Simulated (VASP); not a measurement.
A run of VASP 6.6.1:

Contents of INCAR:

```
SYSTEM = BiP
ALGO = Normal
EDIFF = 1E-6
EDIFFG = -0.04
ENCUT = 600
GGA = PE
IBRION = 2
ISIF = 3
ISMEAR = 0
IVDW = 12
LASPH = .TRUE.
LCHARG = .FALSE.
LREAL = .FALSE.
LWAVE = .FALSE.
NELM = 100
NSW = 90
PREC = Accurate
SIGMA = 0.1
```

KPOINTS

```
k-points
0
G
  4 4 4
  0 0 0
```

File POSCAR:

```
BiP
1.0
    4.4000260900      0.0000000000      0.0000000000
    0.0000000000      4.4000260900      0.0000000000
    0.0000000000      0.0000000000      6.1759631600
Bi P
2 2
Direct
    0.0000000000      0.0000000000      0.0000000000
    0.5000000000      0.5000000000      0.0000000000
    0.0000000000      0.5000000000      0.2449790500
    0.5000000000      0.0000000000      0.7550209500
```

Potentials or basis: VASP PAW PBE potentials, release 64 (Bi_d, P).

Run with:

```sh
$ cat potpaw_PBE.64/Bi_d/POTCAR potpaw_PBE.64/P/POTCAR > POTCAR
$ mpirun -np 1 vasp_std > vasp.out
```

Hardware: 1 thread of Intel(R) Xeon(R) Platinum 8559C (Emerald Rapids), with other jobs on the host.

Task: How long does it take, and how much memory?

Result: Run time: 16 min on 1 thread of Intel(R) Xeon(R) Platinum 8559C (Emerald Rapids), on a shared host, peak memory 0.29 GiB. Counts: scf iterations 308, k points 18, ion steps 39.
